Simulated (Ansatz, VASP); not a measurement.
## MgRe3 in VASP and in Ansatz

Contents of INCAR:

```
SYSTEM = MgRe3
PREC = Accurate ; ENCUT = 520
EDIFF = 1E-6 ; ISMEAR = 0
SIGMA = 0.1 ; LREAL = .False.
LASPH = .True. ; NELM = 100
ALGO = Normal ; ISIF = 2
LWAVE = .False. ; LCHARG = .True.
GGA = PE ; LELF = .True.
LVHAR = .True. ; NBANDS = 20
```

KPOINTS

```
Automatic mesh
0
Gamma
  12 12 12
  0 0 0
```

The input POSCAR:

```
MgRe3
1.0
    0.0000000000      3.0386580979      3.0386580979
    2.9763675379      0.0622905600      2.9763675379
    3.0386580979      3.0386580979      0.0000000000
Mg Re
1 3
Direct
   -0.0184553919      0.0553661758     -0.0184553919
    0.2447368475      0.2657894576      0.2447368475
    0.5039984121      0.4880047637      0.5039984121
    0.7697201324      0.6908396029      0.7697201324
```

Input for Ansatz:

```yaml
crystal:
  lattice:
    - [0.0, 3.0386580979, 3.0386580979]
    - [2.9763675379, 0.06229056, 2.9763675379]
    - [3.0386580979, 3.0386580979, 0.0]
  atoms:
    - { symbol: Mg, position: [-0.0184553919, 0.0553661758, -0.0184553919] }
    - { symbol: Re, position: [0.2447368475, 0.2657894576, 0.2447368475] }
    - { symbol: Re, position: [0.5039984121, 0.4880047637, 0.5039984121] }
    - { symbol: Re, position: [0.7697201324, 0.6908396029, 0.7697201324] }
basis:
  ecutwfc: 420
kpoints:
  mp_grid: { grid: [12, 12, 12] }
hamiltonian:
  xc: pbe
scf:
  occupations: { method: gaussian, width: 0.1 }
output:
  forces: true
  stress: true
  eigenvalues: true
  populations: true
```

Alike in both runs: task single point; functional PBE; k mesh 12 × 12 × 12; occupations gaussian, width 0.1 eV; no spin polarisation.

|  | VASP | Ansatz |
| --- | --- | --- |
| version | VASP 6.6.1 | Ansatz 0.2.0 |
| potentials or method | VASP PAW PBE potentials, release 64 (Mg, Re) | scalar-relativistic, plane waves, PAW |
| plane-wave cutoff (eV) | 520 | 420 |
| valence electrons in the cell | 23 | 55 |

|  | VASP | Ansatz | Ansatz less VASP |
| --- | --- | --- | --- |
| gap on the k mesh at the Fermi level (eV) | none | none | - |
| pressure (GPa) | 40.7 | 40.9 | +0.22 |
| largest component of the traceless stress (GPa) | 6.70 | 6.89 | +0.185 |
| rms of the force components (eV/Å) | 2.832 | 2.877 | +0.0452 |

Atom by atom the forces differ by 0.048 eV/Å (rms over components). A gap of «none» marks a metal or a gap that the smearing closes. The two sets of potentials don't hold the same shells in valence.

Caveats: so large a pressure means that the cell lies far from this level's equilibrium, or that cutoff or potentials fall short (VASP); forces of over 1 eV/Å show positions far from the minimum, so gaps and moduli don't describe the material at rest. Spin-orbit coupling is left out, which matters for the levels of Re.
